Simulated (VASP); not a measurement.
Calculation: PBE GGA, VASP's PBE PAW potentials (set 64) (plane waves; VASP 6.6.1).

A VASP calculation is set up with these files.

File KPOINTS:
```
Regular mesh
0
gamma
 15 15 8
0 0 0
```

**POSCAR**
```
Co
1
    1.2679730000    -2.1792760000     0.0000000000
    1.2679730000     2.1792760000     0.0000000000
    0.0000000000     0.0000000000     3.9993650000
Co
2
Direct
  0.3333330000   0.6666670000   0.2500000000
  0.6940680000   0.3607340000   0.7500000000
```

**INCAR**
```
ALGO = Normal
EDIFF = 1E-6
ENCUT = 400
GGA = PE
ISIF = 2
ISMEAR = 1
ISPIN = 2
LASPH = .TRUE.
LCHARG = .FALSE.
LMAXMIX = 4
LORBIT = 10
LREAL = .FALSE.
LWAVE = .FALSE.
MAGMOM = 2*1.8
NELM = 100
NUPDOWN = 2
PREC = Accurate
SIGMA = 0.1
SYSTEM = Co
```

POTCAR, in this order: Co (PBE.64 set). Program: vasp_std.

Output

OSZICAR:
```
       N       E                     dE             d eps       ncg     rms          rms(c)
DAV:   1     0.697591780512E+02    0.69759E+02   -0.70449E+03 34700   0.131E+03
DAV:   2    -0.141715892261E+02   -0.83931E+02   -0.77775E+02 33970   0.237E+02
DAV:   3    -0.159626613339E+02   -0.17911E+01   -0.17455E+01 40991   0.484E+01
DAV:   4    -0.159918998284E+02   -0.29238E-01   -0.29231E-01 48022   0.467E+00
DAV:   5    -0.159921062879E+02   -0.20646E-03   -0.20645E-03 41692   0.375E-01    0.148E+01
DAV:   6    -0.143057702853E+02    0.16863E+01   -0.14219E+01 36175   0.771E+01    0.681E+00
DAV:   7    -0.138353642646E+02    0.47041E+00   -0.21322E+00 36910   0.284E+01    0.267E+00
DAV:   8    -0.138111582110E+02    0.24206E-01   -0.20913E-02 48910   0.189E+00    0.129E+00
DAV:   9    -0.138010327123E+02    0.10125E-01   -0.27212E-03 50393   0.868E-01    0.385E-01
DAV:  10    -0.137999258970E+02    0.11068E-02   -0.43961E-04 45286   0.278E-01    0.112E-01
DAV:  11    -0.137997291043E+02    0.19679E-03   -0.75365E-05 45715   0.126E-01    0.342E-02
DAV:  12    -0.137997302945E+02   -0.11901E-05   -0.72931E-06 37916   0.293E-02    0.945E-03
DAV:  13    -0.137997301785E+02    0.11594E-06   -0.94227E-07 22596   0.129E-02
   1 F= -.13799730E+02 E0= -.13798767E+02  d E =-.288868E-02  mag=     2.0000
```

**OUTCAR**
```
------------------------ aborting loop because EDIFF is reached ----------------------------------------
  FORCE on cell =-STRESS in cart. coord.  units (eV):
  Direction    XX          YY          ZZ          XY          YZ          ZX
  --------------------------------------------------------------------------------------
  Total       -1.8384882     -1.6680702     -1.2651803     -0.2175673      0.0000000      0.0000000
  in kB     -133.2686951   -120.9153992    -91.7106418    -15.7710634      0.0000000      0.0000000
  external PRESSURE =    -115.2982454 kB  Pullay stress =       0.0000000 kB
  volume of cell :       22.10
      direct lattice vectors                 reciprocal lattice vectors
     1.267973000 -2.179276000  0.000000000     0.394330163 -0.229433996  0.000000000
     1.267973000  2.179276000  0.000000000     0.394330163  0.229433996  0.000000000
     0.000000000  0.000000000  3.999365000     0.000000000  0.000000000  0.250039694
 POSITION                                       TOTAL-FORCE (eV/Angst)
 -----------------------------------------------------------------------------------
      1.26797      0.72643      0.99984         0.173367      0.014665      0.000000
      1.33746     -0.72643      2.99952        -0.173367     -0.014665      0.000000
 -----------------------------------------------------------------------------------
    total drift:                                0.000014      0.000007      0.000000
  FREE ENERGIE OF THE ION-ELECTRON SYSTEM (eV)
  ---------------------------------------------------
  free  energy   TOTEN  =       -13.7997301785 eV

  energy  without entropy=      -13.7968414990  energy(sigma->0) =      -13.79876729

 total charge

# of ion       s       p       d       tot
------------------------------------------
    1        0.475   0.499   7.264   8.237
    2        0.475   0.499   7.264   8.237
--------------------------------------------------
tot          0.949   0.998  14.527  16.475

 magnetization (x)

# of ion       s       p       d       tot
------------------------------------------
    1       -0.015  -0.046   1.083   1.023
    2       -0.015  -0.046   1.083   1.023
--------------------------------------------------
tot         -0.029  -0.092   2.167   2.046
```
(Selected blocks of OUTCAR.)

The compound is Co in the hcp structure. The cell was not relaxed at this level, atoms are displaced from their ideal sites. The run is one of a series of settings (NUPDOWN = 2 against the base run), some of them coarse on purpose.
